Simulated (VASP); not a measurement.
Computed with LDA (Ceperley-Alder, Perdew-Zunger), VASP's LDA PAW potentials (set 64) (plane waves; VASP 6.6.1).

Input for VASP

**INCAR**
```
SYSTEM=CrO2
PREC=Accurate; ENCUT=620; LREAL=.FALSE.
LASPH=.TRUE.
EDIFF=1E-6; NELM=100; ALGO=Normal
LMAXMIX=4
ISMEAR=1; SIGMA=0.1
MAGMOM=2*2.0 4*-0.0
ISPIN=2
IBRION=2; NSW=40; ISIF=3
EDIFFG=-0.02; PSTRESS=300
LWAVE=.FALSE.; LCHARG=.FALSE.; LORBIT=10
```

**KPOINTS**
```
Automatic mesh
0
Gamma
7 7 11
0 0 0
```

File POSCAR:
```
CrO2
1.0
  4.2581847033   0.0000000000   0.0000000000
  0.0000000000   4.2581847033   0.0000000000
  0.0000000000   0.0000000000   2.8132853842
Cr O
2 4
Direct
  0.0000000000   0.0000000000   0.0000000000
  0.5000000000   0.5000000000   0.5000000000
  0.3017783413   0.3017783413   0.0000000000
  0.8017783413   0.1982216587   0.5000000000
  0.1982216587   0.8017783413   0.5000000000
  0.6982216587   0.6982216587   0.0000000000
```

POTCAR, in this order: Cr_pv O (LDA.64 set). Program: vasp_std.

Energy and stress use the plane-wave basis of the starting cell. The moments were started parallel, and other spin orders were not tried in this run.

Q: Estimate the energy per atom (σ→0), cell moment, volume per atom, band gap (on the k-mesh).

A: 
```
Quantity                                                     Value
------------------------  ----------------------------------------
energy per atom (σ→0)                               -9.214 eV/atom
cell moment                                                3.96 μB
band gap (on the k-mesh)  none (metal, semimetal or under 0.01 eV)
volume per atom                                      8.29 Å^3/atom
```

### OSZICAR
```
...
DAV:   1    -0.552843999713E+02   -0.15121E-02   -0.24994E-02  7266   0.114E+00    0.150E-01
DAV:   2    -0.552843106843E+02    0.89287E-04   -0.99031E-04  8702   0.288E-01    0.101E-01
DAV:   3    -0.552842711294E+02    0.39555E-04   -0.15840E-04  9296   0.126E-01    0.482E-02
DAV:   4    -0.552842553475E+02    0.15782E-04   -0.80682E-05  9088   0.825E-02    0.424E-02
DAV:   5    -0.552842539693E+02    0.13782E-05   -0.11219E-05  8320   0.342E-02    0.230E-02
DAV:   6    -0.552842528599E+02    0.11095E-05   -0.17496E-06  5468   0.106E-02    0.121E-02
DAV:   7    -0.552842528575E+02    0.24320E-08   -0.52600E-07  4404   0.547E-03
   6 F= -.45974456E+02 E0= -.45974413E+02  d E =-.555696E-03  mag=     3.9569
```

The compound is CrO2 in the rutile structure. This run relaxes it under an external pressure of 30 GPa. Symmetry was kept, so distortions that lower it aren't found.
